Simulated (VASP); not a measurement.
All values below come from PBEsol GGA, VASP's PBE PAW potentials (set 64) (plane waves; VASP).

The input files of a VASP run:

### KPOINTS
```
k-points along high-symmetry lines
15
Line-mode
Reciprocal
  0.000000   0.000000   0.000000 ! GAMMA
  0.000000   0.500000   0.000000 ! X

  0.000000   0.500000   0.000000 ! X
  0.500000   0.500000   0.000000 ! M

  0.500000   0.500000   0.000000 ! M
  0.000000   0.000000   0.000000 ! GAMMA

  0.000000   0.000000   0.000000 ! GAMMA
  0.500000   0.500000   0.500000 ! R

  0.500000   0.500000   0.500000 ! R
  0.000000   0.500000   0.000000 ! X

  0.500000   0.500000   0.500000 ! R
  0.500000   0.500000   0.000000 ! M
```

INCAR:
```
! general
SYSTEM   =  Tm
PREC     =  Accurate
ENCUT    =  400   ! plane-wave cut-off (eV)
LREAL    =  F   ! projection in real space or not
LASPH    =  T   ! aspherical one-centre terms
ICHARG   =  11

! electronic loop
EDIFF    =  1E-7   ! SCF stop (eV)
NELM     =  100   ! most electronic steps
ALGO     =  Normal   ! blocked Davidson
LMAXMIX  =  6   ! l cut-off of mixed one-centre charges

! smearing
ISMEAR   =  0
SIGMA    =  0.05   ! width (eV)

! functional
GGA      =  PS

! output
LWAVE    =  F
LCHARG   =  F
LORBIT   =  11
```

POSCAR:
```
Tm
1
    3.1427753845     0.0000000000     0.0000000000
    0.0000000000     3.1427753845     0.0000000000
    0.0000000000     0.0000000000     3.1427753845
Tm
1
Direct
  0.0000000000   0.0000000000   0.0000000000
```

POTCAR, in this order: Tm_3 (PBE.64 set). Program: vasp_std. Read from the step before: CHGCAR.

The run wrote:

File OUTCAR:
```
 ion  position               nearest neighbor table
   1  0.000  0.000  0.000-
  LATTYP: Found a simple cubic cell.
 ALAT       =     3.1427753845
 Subroutine PRICEL returns:
 Original cell was already a primitive cell.
 Subroutine GETGRP returns: Found 48 space group operations
The static configuration has the point symmetry O_h .
The dynamic configuration has the point symmetry O_h .
 Subroutine INISYM returns: Found 48 space group operations
   k-points           NKPTS =     90   k-points in BZ     NKDIM =     90   number of bands    NBANDS=      8
   number of dos      NEDOS =    301   number of ions     NIONS =      1
   total plane-waves  NPLWV =  13824
   dimension x,y,z NGX =    24 NGY =   24 NGZ =   24
   dimension x,y,z NGXF=    48 NGYF=   48 NGZF=   48
   ions per type =               1
   PREC   = accura    normal or accurate (medium, high low for compatibility)
   ISTART =      0    job   : 0-new  1-cont  2-samecut
   ICHARG =     11    charge: 1-file 2-atom 10-const
   ISPIN  =      1    spin polarized calculation?
   LNONCOLLINEAR =      F non collinear calculations
   LSORBIT =      F    spin-orbit coupling
   INIWAV =      1    electr: 0-lowe 1-rand  2-diag
   ENCUT  =  400.0 eV  29.40 Ry    5.42 a.u.   5.13  5.13  5.13*2*pi/ulx,y,z
   NELM   =    100;   NELMIN=  2; NELMDL= -5     # of ELM steps
   EDIFF  = 0.1E-06   stopping-criterion for ELM
   LREAL  =      F    real-space projection
   NLSPLINE    = F    spline interpolate recip. space projectors
   LMAXMIX     =    6 max onsite mixed and CHGCAR
   VOSKOWN=      0    Vosko Wilk Nusair interpolation
   EDIFFG = 0.1E-05   stopping-criterion for IOM
   NSW    =      0    number of steps for IOM
   NBLOCK =      1;   KBLOCK =      1    inner block; outer block
   IBRION =     -1    ionic relax: 0-MD 1-quasi-New 2-CG
   NFREE  =      0    steps in history (QN), initial steepest desc. (CG)
   ISIF   =      2    stress and relaxation
   ISYM   =      2    0-nonsym 1-usesym 2-fastsym
   TEIN   =    0.0    initial temperature
   TEBEG  =    0.0;   TEEND  =   0.0 temperature during run
   SMASS  =  -3.00    Nose mass-parameter (am)
   PSTRESS=    0.0 pullay stress
   NELECT =       9.0000    total number of electrons
   EFERMI =   0.00;   METHOD = LEGACY
   ISMEAR =     0;   SIGMA  =   0.05  broadening in eV -4-tet -1-fermi 0-gaus
   IALGO  =     38    algorithm
   LDIAG  =      T    sub-space diagonalisation (order eigenvalues)
   IMIX   =      4    mixing-type and parameters
     AMIX     =   0.40;   BMIX     =  1.00
     AMIX_MAG =   1.60;   BMIX_MAG =  1.00
     AMIN     =   0.10
   GGA     = PS    functional components
   VOSKOWN =     0    Vosko Wilk Nusair interpolation
   LHFCALC =     F    Hartree Fock is set to
   LHFONE  =     F    Hartree Fock one center treatment
   AEXX    =    0.0000 exact exchange contribution
   IVDW    =     0    specifies the selected vdW correction
   LEPSILON=     F    determine dielectric tensor
   LRPA    =     F    only Hartree local field effects (RPA)
  energy-cutoff  :      400.00
  volume of cell :       31.04
      direct lattice vectors                 reciprocal lattice vectors
     3.142775385  0.000000000  0.000000000     0.318190096  0.000000000  0.000000000
     0.000000000  3.142775385  0.000000000     0.000000000  0.318190096  0.000000000
     0.000000000  0.000000000  3.142775385     0.000000000  0.000000000  0.318190096
 k-point     1 :   0.0000 0.0000 0.0000  plane waves:     587
 k-point     2 :   0.0000 0.0357 0.0000  plane waves:     575
 k-point     3 :   0.0000 0.0714 0.0000  plane waves:     567
 k-point     4 :   0.0000 0.1071 0.0000  plane waves:     571
 k-point     5 :   0.0000 0.1429 0.0000  plane waves:     562
 k-point     6 :   0.0000 0.1786 0.0000  plane waves:     558
 k-point     7 :   0.0000 0.2143 0.0000  plane waves:     554
 k-point     8 :   0.0000 0.2500 0.0000  plane waves:     554
 k-point     9 :   0.0000 0.2857 0.0000  plane waves:     554
 k-point    10 :   0.0000 0.3214 0.0000  plane waves:     554
 k-point    11 :   0.0000 0.3571 0.0000  plane waves:     554
...
```

### OSZICAR
```
       N       E                     dE             d eps       ncg     rms          rms(c)
DAV:   1     0.414817341991E+01    0.41482E+01   -0.42829E+03  1544   0.800E+02
DAV:   2    -0.470909261352E+01   -0.88573E+01   -0.82736E+01  2016   0.914E+01
DAV:   3    -0.487362015161E+01   -0.16453E+00   -0.14417E+00  1744   0.848E+00
DAV:   4    -0.487711061738E+01   -0.34905E-02   -0.34165E-02  2464   0.125E+00
DAV:   5    -0.487714717034E+01   -0.36553E-04   -0.36049E-04  1784   0.439E-02
DAV:   6    -0.487714721296E+01   -0.42613E-07   -0.42442E-07  2416   0.269E-03
   1 F= -.48771472E+01 E0= -.48753020E+01  d E =-.369049E-02
```

### OUTCAR
```
 val. band max:        2.1498001121   @ k =   0.3929   0.3929   0.0000

 cond. band min:       2.1759577693   @ k =   0.0714   0.0714   0.0714



 k-point     1 :       0.0000    0.0000    0.0000
  band No.  band energies     occupation
      1     -22.6607      2.00000
      2     -22.6607      2.00000
      3     -22.6607      2.00000
      4      -2.9032      2.00000
      5       1.9691      2.00000
      6       1.9691      2.00000
      7       9.0091      0.00000
      8       9.0091      0.00000

 k-point     2 :       0.0000    0.0357    0.0000
  band No.  band energies     occupation
      1     -22.6713      2.00000
      2     -22.6598      2.00000
      3     -22.6598      2.00000
      4      -2.8740      2.00000
      5       1.9780      2.00000
      6       1.9948      2.00000
      7       8.9377      0.00000
      8       8.9563      0.00000

 k-point     3 :       0.0000    0.0714    0.0000
  band No.  band energies     occupation
      1     -22.7025      2.00000
      2     -22.6572      2.00000
      3     -22.6572      2.00000
      4      -2.7875      2.00000
      5       2.0047      1.99999
      6       2.0705      1.98870
      7       8.7399      0.00000
      8       8.7408      0.00000

 k-point     4 :       0.0000    0.1071    0.0000
  band No.  band energies     occupation
      1     -22.7523      2.00000
      2     -22.6530      2.00000
      3     -22.6530      2.00000
      4      -2.6470      2.00000
      5       2.0481      1.99846
      6       2.1918      0.36941
      7       8.4539      0.00000
      8       8.4542      0.00000

 k-point     5 :       0.0000    0.1429    0.0000
  band No.  band energies     occupation
      1     -22.8179      2.00000
      2     -22.6474      2.00000
      3     -22.6474      2.00000
      4      -2.4576      2.00000
      5       2.1070      1.86685
      6       2.3504      0.00000
      7       8.1187      0.00000
      8       8.1188      0.00000
...
```

The 4f electrons are frozen in the core of the lanthanide potential, so 4f levels, which can set the real gap, and their magnetism are missing. The density is held fixed in this step, so its total energy and stress have no physical meaning.

The structure was generated: Tm was put into the simple-cubic type (Pm-3m), which need not be its known phase. It was relaxed first, which changed the volume by -8 %.
